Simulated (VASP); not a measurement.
VASP input:

### INCAR
```
AEXX=0.25
ALGO=Normal
EDIFF=1E-6
ENCUT=520
GGA=PE
HFRCUT=-1
ISIF=2
ISMEAR=0
ISYM=3
LASPH=.True.
LCHARG=.False.
LHFCALC=.True.
LMAXMIX=4
LREAL=.False.
LWAVE=.False.
NELM=60
PREC=Accurate
PRECFOCK=Fast
SIGMA=0.05
SYSTEM=CuCl
```

KPOINTS:
```
K-points
0
G
6 6 6
0 0 0
```

POSCAR:
```
CuCl
1
    0.0000000000     2.6858044059     2.6858044059
    2.6858044059     0.0000000000     2.6858044059
    2.6858044059     2.6858044059     0.0000000000
Cu Cl
1 1
Direct
  1.0000000000   1.0000000000   1.0000000000
  0.2500000000   0.2500000000   0.2500000000
```

POTCAR, in this order: Cu Cl (PBE.64 set). Program: vasp_std. Read from the step before: WAVECAR.

**Question.** Translate this PBE0 calculation to Ansatz.

**Answer.** One equivalent input (not run):
Ansatz 0.2 input:
```yaml
crystal:
  lattice:
    - [0.0000000, 2.6858044, 2.6858044]
    - [2.6858044, 0.0000000, 2.6858044]
    - [2.6858044, 2.6858044, 0.0000000]
  atoms:
    - { symbol: Cu, position: [1.0000000, 1.0000000, 1.0000000] }
    - { symbol: Cl, position: [0.2500000, 0.2500000, 0.2500000] }
kpoints:
  mp_grid: { grid: [6, 6, 6] }
hamiltonian:
  xc: pbe0
  pseudopotentials: { kind: paw }
scf:
  occupations: { method: gaussian, width: 0.05 }
  max_iter: 60
output: { forces: true, stress: true, eigenvalues: true }
```
The two are equivalent in intent, not identical: each code has its own PAW files, so the cut-off isn't converted (ENCUT is set for VASP's; basis.ecutwfc is left out, and Ansatz then takes the one that its files recommend); Ansatz stops its SCF on the density residual and VASP on the energy change (EDIFF).

The compound is CuCl in the zinc blende structure. This cell is one point of a volume scan, at 0.97 of the reference volume.
